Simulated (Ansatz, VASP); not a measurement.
# Si2W in two plane-wave programs

One calculation is typed for both programs; each brings its own data sets. How far apart do they land? Of the first pair: The structure shown is the end of the Ansatz relaxation below.

Calculated with Ansatz 0.2.0; plane waves, with VASP 6.6.1 beside it; LDA.

### 1. Starting point

The structure is tetragonal, space group I4/mmm (No. 139). The conventional cell has a = 3.231 Å, b = 3.231 Å, c = 7.860 Å, α = 90.00°, β = 90.00°, γ = 90.00°. Nearest to Si lie 5 Si at 2.59 to 2.65 Å and 5 W at 2.63 to 2.64 Å. Nearest to W lie 10 Si at 2.63 to 2.64 Å. Farther neighbours are not listed.

### 2. Ansatz: relaxation, LDA

Ansatz runs on its PAW soft_1 files.

This run makes the geometry at which the two programs are then compared.

File input.yaml:

```yaml
crystal:
  lattice:
    - [-1.6146469202, 1.6146469202, 3.9334042322]
    - [1.6146469202, -1.6146469202, 3.9334042322]
    - [1.6146469202, 1.6146469202, -3.9334042322]
  atoms:
    - { symbol: Si, position: [0.3350504604, 0.3350504604, 0.0] }
    - { symbol: Si, position: [0.6649495396, 0.6649495396, 0.0] }
    - { symbol: W, position: [0.0, 0.0, 0.0] }
kpoints:
  mp_grid: { grid: [20, 20, 20] }
hamiltonian:
  xc: lda
  pseudopotentials: { kind: paw, azcp: { folder: soft_1 }, xc_functional: pbe }
scf:
  occupations: { method: methfessel_paxton, width: 0.2 }
output:
  forces: true
  stress: true
  eigenvalues: true
relax:
  adjacent_minimum: "off"
  f_tol: 0.001
  max_steps: 60
  cell: { stress_tol: 0.01, fix: [volume] }
```

The run is started by

```console
> ansatz run input.yaml --threads 4 --pin off --max-ram 10240MiB --backend cpu --events-out ev --progress --plain --runs-dir out
```

Numbers of over 12 decimals in the logs are rounded to 6 here.

The program printed:

```text
Engine: ansatz 0.2.0, aarch64-unknown-linux-gnu
Pseudopotentials: kind: paw
Pseudopotential: Si, paw, valence charge 4, recommended cutoff 420 eV (normal), soft_1/Si.paw.azcp
Pseudopotential: W, paw, valence charge 14, recommended cutoff 420 eV (normal), soft_1/W.paw.azcp
Functional definition: SPW92
  exchange = slater_x
  correlation = pw_c
Crystal: 3 atoms, lattice volume = 41.019 Å³
Basis set: ecut = 420 eV, 793 PW (Γ)
Bands: 15, of which v1, the nominal top of the filled ones, is band 11 counted from 1 (10 counted from 0)
Symmetry: 16 space group operations
Space group: I4/mmm (ITA 139), of the structure as read, at distance tolerance 3.4e-5 Å
k-points: 641 of 8000
Non-local potential: Si, projectors of the file, l = 0: 2, l = 1: 2, l = 2: 1
Non-local potential: W, projectors of the file, l = 0: 3, l = 1: 2, l = 2: 2, l = 3: 1
PAW form: soft (Blöchl's): semilocal exchange-correlation on the pseudo side does not see the compensation charge
PAW frozen core: Si, regenerated for the run's functional, and the local potential with it (the file was generated under x = pbe(κ = 0.804, μ = 0.219515), c = pbe(β = 0.066725))
PAW frozen core: W, regenerated for the run's functional, and the local potential with it (the file was generated under x = pbe(κ = 0.804, μ = 0.219515), c = pbe(β = 0.066725))
PAW one-centre angular grid: Si, 110 points (default); XC on 64 Gauss nodes
PAW one-centre angular grid: W, 590 points (default); XC on 64 Gauss nodes
Initial density: superposition of atomic densities (chi_scale 0.1, normalization cell, long waves kept (reshape's long-wave potential 0.00 eV rms))
Initial wavefunctions: pseudopotential atomic-orbital guess
Functional: x = slater, c = lda
SCF iter   1: F=—  HF=-11349.551536 eV  |F-HF|=—  |Δ(HF+E_count)|=         —  Δρ=4.68e-2  dr2=9.06e-1  ethr=3.10e-3  ⟨swp⟩=5.2  Hψ=55735  notcnv=0
preconditioner: auto → Kerker (q_TF=auto, 2.459 Å⁻¹)  [metal: Δε(μ)=0.009 eV  Ē_g=8.132 eV  σ=0.200 eV  W_gap=0.04  n_scr=10 (ndim 8)  ℏωp=21.7 eV  f_vac=0.000  D(μ)=0.27/eV (n_scr^D=0)]
SCF iter   2: F=—  HF=-11349.327276 eV  |F-HF|=—  |Δ(HF+E_count)|=   2.24e-1  S|Δr|=    0.00e0  Δρ=2.45e-2  dr2=1.88e-1  ethr=3.10e-3  ⟨swp⟩=2.1  Hψ=17384  notcnv=0
SCF iter   3: F=—  HF=-11349.262499 eV  |F-HF|=—  |Δ(HF+E_count)|=   6.48e-2  S|Δr|=    0.00e0  Δρ=6.47e-3  dr2=1.39e-2  ethr=8.54e-4  ⟨swp⟩=2.7  Hψ=16529  notcnv=0
SCF iter   4: F=—  HF=-11349.257631 eV  |F-HF|=—  |Δ(HF+E_count)|=   4.87e-3  S|Δr|=    0.00e0  Δρ=5.33e-4  dr2=7.26e-5  ethr=6.32e-5  ⟨swp⟩=2.7  Hψ=14980  notcnv=0
SCF iter   5: F=—  HF=-11349.257609 eV  |F-HF|=—  |Δ(HF+E_count)|=   2.17e-5  S|Δr|=    0.00e0  Δρ=6.79e-5  dr2=1.69e-6  ethr=3.30e-7  ⟨swp⟩=2.7  Hψ=16173  notcnv=0
SCF iter   6: F=-11349.257609 eV  HF=-11349.257609 eV  |F-HF|=3.31e-8  |Δ(HF+E_count)|=   1.73e-7  S|Δr|=    0.00e0  Δρ=1.21e-5  dr2=6.44e-8  ethr=4.55e-10  ⟨swp⟩=6.5  Hψ=47504  notcnv=0
SCF 1 converged in 6 iterations: F = -11349.257609 eV  dr2 = 6.44e-8
  greatest PAW one-centre occupation: 0.999 electrons in one spin orbital (limit 2), on the W atom at site 2 (counted from 0), in its partial waves of l = 0
relax step   1: F+E_penalty+E_count = -11349.25760906 eV  Δ(F+E_penalty+E_count) = +0.000e0 eV  max|allowed force component| = 5.386e-2 eV/Å  Δτ_max = 0.0000 Å  P = -8.662 GPa  Ω = 41.019 Å³  fix = [volume]  reactions: volume -8.662 GPa  (6 SCF iters, dr2 threshold 1.00e-7 eV, accepted)
[...]
relax step   2: F+E_penalty+E_count = -11349.25779955 eV  Δ(F+E_penalty+E_count) = -1.905e-4 eV  max|allowed force component| = 6.968e-3 eV/Å  Δτ_max = 0.0023 Å  P = -8.573 GPa  Ω = 41.019 Å³  energy of the carried Pulay correction = +2.290e-18 eV  fix = [volume]  reactions: volume -8.573 GPa  (3 SCF iters, dr2 threshold 3.00e-7 eV, accepted)
[...]
relax step   3: F+E_penalty+E_count = -11349.25782003 eV  Δ(F+E_penalty+E_count) = -2.047e-5 eV  max|allowed force component| = 2.677e-3 eV/Å  Δτ_max = 0.0003 Å  P = -8.579 GPa  Ω = 41.019 Å³  energy of the carried Pulay correction = +4.969e-16 eV  fix = [volume]  reactions: volume -8.579 GPa  (3 SCF iters, dr2 threshold 9.17e-8 eV, accepted)
[...]
relax step   4: F+E_penalty+E_count = -11349.25782071 eV  Δ(F+E_penalty+E_count) = -6.884e-7 eV  max|allowed force component| = 4.323e-5 eV/Å  Δτ_max = 0.0001 Å  P = -8.578 GPa  Ω = 41.019 Å³  energy of the carried Pulay correction = +3.664e-16 eV  fix = [volume]  reactions: volume -8.578 GPa  (4 SCF iters, dr2 threshold 1.64e-9 eV, accepted)
[...]
relax step   5: F+E_penalty+E_count = -11349.25782132 eV  Δ(F+E_penalty+E_count) = -6.090e-7 eV  max|allowed force component| = 4.623e-5 eV/Å  Δτ_max = 0.0000 Å  P = -8.578 GPa  Ω = 41.019 Å³  fix = [volume]  reactions: volume -8.578 GPa  stress off target by 2.53e-3 GPa on what of the cell is left free  SCF on the basis re-selected at this cell (its energy is not comparable with the rows above)  (4 SCF iters)
basis re-selected at this cell: Δ(F+E_penalty+E_count) = -6.090e-7 eV, ΔP = +0.000 GPa vs the last step (what re-selecting the basis moved, of the pressure what is left beyond the Pulay correction that the steps carried, after the strain that the cell walked since its last selection, with what the two solves' SCF thresholds leave and, on support functions, any second-order correction that the steps lacked; it is no m [...]
SCF converged after 4 iterations
Stability not checked: this state was not tested for a lower state beside it, because cold or Methfessel-Paxton smearing, or corrected tetrahedra, fill the levels in a way that the test cannot read (fill_not_monotonic; see scf.lower_state_search)
Free energy (F): -11349.257821 eV
Harris-Foulkes:  -11349.257821 eV  (|F-HF|=9.09e-12)
Internal energy: -11349.259273 eV  (E = F + TS)
E sigma→0 (E₀):  -11349.258184 eV
Entropy (-TS):   0.001451 eV (0.484 meV/atom)
Fermi energy:    16.071508 eV
--- Per-component energies (eV) ---
  E_band       = -93.180294
  E_kinetic    = 512.274758
  E_local      = -904.046397  (includes V_loc(G=0)·N_el)
  E_nonlocal   = 25.939800
  E_hartree    = 388.520777
  E_xc         = -382.108857
  E_vxc        = -333.238439  (∫ρ·V_xc dr)
  E_paw        = -9294.240656  (= ΣΔE_a)
  E_vpaw       = -171.151787  (= ΣTr[D̂ρ^β])
  E_aug_tail   = 0.000203  (compensation charges beyond the density's cutoff)
  E_ewald      = -1696.050812
  E_core_change = 0.451911  (= ΣΔE_core)
  E_smearing   = 0.001451  (= −TS)
  E_closure    = 0.000000  (closes the sum)
  Σ components = -11349.257821   (vs F -11349.257821, Δ=0.00e0)
--- Forces (eV/Å), atoms counted from 1 ---
  atom   1  Si     0.00000000     0.00000000    -0.00004623
  atom   2  Si    -0.00000000    -0.00000000     0.00004623
  atom   3  W     -0.00000000     0.00000000     0.00000000
  max |Σ_I F_I| component: 4.16e-17 eV/Å
--- Stress (GPa, compression-positive) ---
       -8.576411       0.000000       0.000000
        0.000000      -8.576411       0.000000
        0.000000      -0.000000      -8.580211
  P = ⅓ Tr σ = -8.5777 GPa (-85.777 kbar)
--- Band table (eV; the first three rows and the last of 641) ---
  k-point 0: bands = [... 7 lower, 12.8170, 13.3218, 13.3218, 16.6642, 18.7643, 19.1147, 19.1147, 19.2110]
  k-point 1: bands = [... 7 lower, 12.8348, 13.1174, 13.6430, 16.2498, 18.6281, 19.1737, 19.1827, 19.4444]
  k-point 2: bands = [... 7 lower, 12.6081, 12.8910, 14.1358, 15.3069, 18.4000, 19.3327, 19.3422, 19.9376]
  k-point 640: bands = [... 7 lower, 13.5913, 15.3057, 15.3057, 15.5966, 15.5966, 16.8332, 20.5646, 20.6804]
--- Relaxed structure (4 steps of the walk, 4 accepted, 1 SCFs on fresh bases) ---
  F+E_penalty+E_count = -11349.25782132 eV   max|allowed force component| = 4.623e-5 eV/Å   (the final SCF, on the basis selected at the relaxed cell)
  cell:  # Å, volume = 41.0189 Å³
    - [-1.615348, 1.615348, 3.929989]
    - [1.615348, -1.615348, 3.929989]
    - [1.615348, 1.615348, -3.929989]
  atoms:
    - { symbol: Si, position: [0.335399, 0.335399, 0] }
    - { symbol: Si, position: [0.664601, 0.664601, 0] }
    - { symbol: W, position: [0, 0, 0] }
```

### 3. VASP: single point, LDA, cell relaxed in part, pair 1

The same cell, functional (in two slightly different forms), mesh and smearing now go to VASP, with its own data sets.

Lines of VASP's logs that name or quote its potential files are left out, and so is its time.

File INCAR:

```
SYSTEM = Si2W
PREC = Accurate
ENCUT = 600
EDIFF = 1E-06
NELM = 120
ISMEAR = 1
SIGMA = 0.2
LREAL = .FALSE.
ALGO = Normal
GGA = PW92
NBANDS = 13
LASPH = .TRUE.
LORBIT = 11
LWAVE = .FALSE.
LCHARG = .FALSE.
ISIF = 2
GGA_COMPAT = .FALSE.
KPAR = 2
```

File POSCAR:

```
Si2W
1.0
   -1.6153483964      1.6153483964      3.9299887581
    1.6153483964     -1.6153483964      3.9299887581
    1.6153483964      1.6153483964     -3.9299887581
Si W
2 1
Direct
    0.3353994659      0.3353994659      0.0000000000
    0.6646005341      0.6646005341      0.0000000000
    0.0000000000      0.0000000000      0.0000000000
```

File KPOINTS:

```
Automatic mesh
0
Gamma
20 20 20
0 0 0
```

The projector-augmented-wave data sets are Si and W (LDA family, release 64).

The run is started by

```console
> mpirun -np 2 vasp_std
```

The program printed:

```text
[banner, memory and clock lines left out]
running    2 mpi-ranks, on    1 nodes
 distrk:  each k-point on    1 cores,    2 groups
 distr:  one band on    1 cores,    1 groups

 POSCAR found type information on POSCAR SiW
 POSCAR found :  2 types and       3 ions
|                                                                             |
|               ----> ADVICE to this user running VASP <----                  |
|                                                                             |
|     You enforced a specific xc type in the INCAR file but a different       |
|     [... a line on the potential file left out ...]
|     I HOPE YOU KNOW WHAT YOU ARE DOING!                                     |
|                                                                             |

 LDA part: xc-table for (Slater(with rela. corr.)+PW92), standard interpolation
 POSCAR, INCAR and KPOINTS ok, starting setup
 FFT: planning ... GRIDC
 FFT: planning ... GRID_SOFT
 FFT: planning ... GRID
 WAVECAR not read
 entering main loop
       N       E                     dE             d eps       ncg     rms          rms(c)
DAV:   1     0.296141902367E+02    0.29614E+02   -0.65586E+03 16666   0.105E+03
DAV:   2    -0.257079423064E+02   -0.55322E+02   -0.50632E+02 20394   0.188E+02
DAV:   3    -0.282615481345E+02   -0.25536E+01   -0.24643E+01 22826   0.339E+01
DAV:   4    -0.282958103827E+02   -0.34262E-01   -0.34198E-01 19549   0.416E+00
DAV:   5    -0.282962507191E+02   -0.44034E-03   -0.44020E-03 23644   0.445E-01    0.246E+01
DAV:   6    -0.275461291047E+02    0.75012E+00   -0.21982E+00 22759   0.909E+00    0.986E+00
DAV:   7    -0.274263912762E+02    0.11974E+00   -0.23394E-01 18987   0.318E+00    0.526E+00
DAV:   8    -0.273982036809E+02    0.28188E-01   -0.47976E-02 21690   0.164E+00    0.495E-01
DAV:   9    -0.273979989713E+02    0.20471E-03   -0.20834E-03 19785   0.314E-01    0.254E-01
DAV:  10    -0.273979048915E+02    0.94080E-04   -0.36764E-04 20979   0.113E-01    0.582E-02
DAV:  11    -0.273978877713E+02    0.17120E-04   -0.57763E-05 20416   0.513E-02    0.256E-02
DAV:  12    -0.273978879087E+02   -0.13740E-06   -0.20979E-06 17145   0.108E-02
   1 F= -.27397888E+02 E0= -.27398345E+02  d E =0.137022E-02
```

From OUTCAR (step 3):

```text
ion  position               nearest neighbor table
   1  0.335  0.335  0.000-   2 2.59   3 2.63   3 2.63   3 2.63   3 2.63   3 2.64   2 2.65   2 2.65
                             2 2.65   2 2.65
   2  0.665  0.665  0.000-   1 2.59   3 2.63   3 2.63   3 2.63   3 2.63   3 2.64   1 2.65   1 2.65
                             1 2.65   1 2.65
   3  0.000  0.000  0.000-   2 2.63   2 2.63   2 2.63   1 2.63   2 2.63   1 2.63   1 2.63   1 2.63
                             1 2.64   2 2.64

  LATTYP: Found a body centered tetragonal cell.
 ALAT       =     3.2306967928
 C/A-ratio  =     2.4329047324

 Subroutine GETGRP returns: Found 16 space group operations
 (whereof 16 operations were pure point group operations)

The static configuration has the point symmetry D_4h.

 Found    641 irreducible k-points:

   k-points           NKPTS =    641   k-points in BZ     NKDIM =    641   number of bands    NBANDS=     13

   dimension x,y,z NGX =    36 NGY =   36 NGZ =   36
   dimension x,y,z NGXF=    72 NGYF=   72 NGZF=   72

   ENCUT  =  600.0 eV  44.10 Ry    6.64 a.u.   9.08  9.08  9.08*2*pi/ulx,y,z

   NELECT =      14.0000    total number of electrons

 k-points in reciprocal lattice and weights: Automatic mesh
   0.00000000  0.00000000  0.00000000       0.000
   0.05000000 -0.00000000  0.00000000       0.001
   0.10000000  0.00000000  0.00000000       0.001
   0.15000000  0.00000000  0.00000000       0.001
   0.20000000  0.00000000  0.00000000       0.001
   0.25000000 -0.00000000  0.00000000       0.001
   0.30000000  0.00000000  0.00000000       0.001
   0.35000000 -0.00000000  0.00000000       0.001
   0.40000000 -0.00000000  0.00000000       0.001
[...]
-0.45000000 -0.45000000  0.45000000       0.000
   0.50000000  0.50000000  0.50000000       0.000

 average (electrostatic) potential at core
       1 -81.0591       2 -81.0591       3 -35.4729

 E-fermi :  10.2841

 k-point     1 :       0.0000    0.0000    0.0000
  band No.  band energies     occupation
    ...
      2       3.5912      2.00000
      3       6.6101      2.00000
      4       7.0253      2.00000
      5       7.5362      2.00000
      6       7.5362      2.00000
      7      10.8583     -0.00038
      8      13.0064     -0.00000
      9      13.3692     -0.00000
     10      13.3692     -0.00000
     11      13.4611     -0.00000
    ...

 k-point     2 :       0.0500   -0.0000    0.0000
  band No.  band energies     occupation
    ...
      2       3.5937      2.00000
      3       6.4527      2.00000
      4       7.0283      2.00000
      5       7.5679      2.00000
      6       7.6138      2.00000
      7      10.6582     -0.02375
      8      12.8646     -0.00000
      9      13.1647     -0.00000
     10      13.5957     -0.00000
     11      13.5992     -0.00000
    ...

 k-point     3 :       0.1000    0.0000    0.0000
  band No.  band energies     occupation
    ...
      3       6.0970      2.00000
      4       7.0215      2.00000
      5       7.6615      2.00000
      6       7.7550      2.00000
      7      10.2123      1.56666
      8      12.4596     -0.00000
      9      12.8115     -0.00000
     10      13.9571     -0.00000
     11      14.1046     -0.00000
     12      15.0287      0.00000
    ...

  Total       -2.2537442     -2.2537442     -2.2360193      0.0000000     -0.0000000      0.0000000
  in kB      -88.0301618    -88.0301618    -87.3378357      0.0000000     -0.0000000      0.0000000
  external PRESSURE =     -87.7993864 kB  Pullay stress =       0.0000000 kB

  energy-cutoff  :      600.00
  volume of cell :       41.02
      direct lattice vectors                 reciprocal lattice vectors
    -1.615348396  1.615348396  3.929988758     0.000000000  0.309530750  0.127226827
     1.615348396 -1.615348396  3.929988758     0.309530750  0.000000000  0.127226827
     1.615348396  1.615348396 -3.929988758     0.309530750  0.309530750  0.000000000

 POSITION                                       TOTAL-FORCE (eV/Angst)
 -----------------------------------------------------------------------------------
      0.00000      0.00000      2.63623         0.000000      0.000000      0.000904
      0.00000      0.00000      5.22375        -0.000000     -0.000000     -0.000904
      0.00000      0.00000      0.00000        -0.000000     -0.000000     -0.000000
 -----------------------------------------------------------------------------------
    total drift:                                0.000000      0.000000     -0.000000

  FREE ENERGIE OF THE ION-ELECTRON SYSTEM (eV)
  ---------------------------------------------------
  free  energy   TOTEN  =       -27.3978879087 eV

  energy  without entropy=      -27.3992581272  energy(sigma->0) =      -27.39834465

 total charge
# of ion       s       p       d       tot
------------------------------------------
    1        0.745   0.888   0.000   1.633
    2        0.745   0.888   0.000   1.633
    3        0.553   0.651   4.469   5.673
--------------------------------------------------
tot          2.042   2.428   4.469   8.939

[... 3 further parts left out ...]
```

The run ends at a pressure of -8.78 GPa, with forces up to 9.0e-4 eV/Å.

### 4. Differences

Known differences besides the potentials themselves: the data sets hold 22 valence electrons in Ansatz (on its PAW soft_1 files) and 14 in VASP; the cutoff is 420 eV in Ansatz and 600 eV in VASP; VASP's log shows a relativistic correction to its local exchange, Ansatz's none; Ansatz's pressure holds a Pulay correction, VASP's none. Total energies have different zeros and are not compared.

Compared:

```csv
quantity,Ansatz,VASP,difference
pressure (GPa),-8.58,-8.78,+0.20
```

### 5. Ansatz: relaxation, LDA

This run makes the geometry at which the two programs are then compared. The cell compared in this pair holds 41.81 Å³, against 41.02 Å³ for the pair before.

The structure compared here is the end of the Ansatz relaxation.

input.yaml, the sections that differ from step 2:

```yaml
crystal:
  lattice:
    - [-1.6256375171, 1.6256375171, 3.9550212086]
    - [1.6256375171, -1.6256375171, 3.9550212086]
    - [1.6256375171, 1.6256375171, -3.9550212086]
  atoms:
    - { symbol: Si, position: [0.3353994659, 0.3353994659, 0.0] }
    - { symbol: Si, position: [0.6646005341, 0.6646005341, 0.0] }
    - { symbol: W, position: [0.0, 0.0, 0.0] }
# kpoints, hamiltonian, scf, output, relax: as in step 2
```

The run is started by

```console
> ansatz run input.yaml --threads 4 --pin off --max-ram 10240MiB --backend cpu --events-out ev --progress --plain --runs-dir out
```

The program printed:

```text
[...]
Crystal: 3 atoms, lattice volume = 41.808 Å³
Basis set: ecut = 420 eV, 841 PW (Γ)
Bands: 15, of which v1, the nominal top of the filled ones, is band 11 counted from 1 (10 counted from 0)
Symmetry: 16 space group operations
[...]
k-points: 641 of 8000
[...]
--- Relaxed structure (4 steps of the walk, 4 accepted, 1 SCFs on fresh bases) ---
[...]
cell:  # Å, volume = 41.8077 Å³
    - [-1.626292, 1.626292, 3.951837]
    - [1.626292, -1.626292, 3.951837]
    - [1.626292, 1.626292, -3.951837]
  atoms:
    - { symbol: Si, position: [0.335757, 0.335757, 0] }
    - { symbol: Si, position: [0.664243, 0.664243, 0] }
    - { symbol: W, position: [0, 0, 0] }
[key lines of the parts left out:]
SCF converged after 4 iterations
Free energy (F): -11349.206471 eV
Fermi energy:    15.710434 eV
P = ⅓ Tr σ = -12.2155 GPa (-122.155 kbar)
```

(Part 1 of 2 ends here.)

[Lines on the potential files, build, host, timing and source positions are cut from VASP's logs without a mark.]

[Logs are printed without paths, hosts, clocks, repeated set-up lines and the standing remarks that a program may print on its own settings, such as how far it seeks lower states.]

[Hosts, paths, dates, database ids (printed as entryN), source tags and the programs' standing remarks are cut or masked in the printed files.]
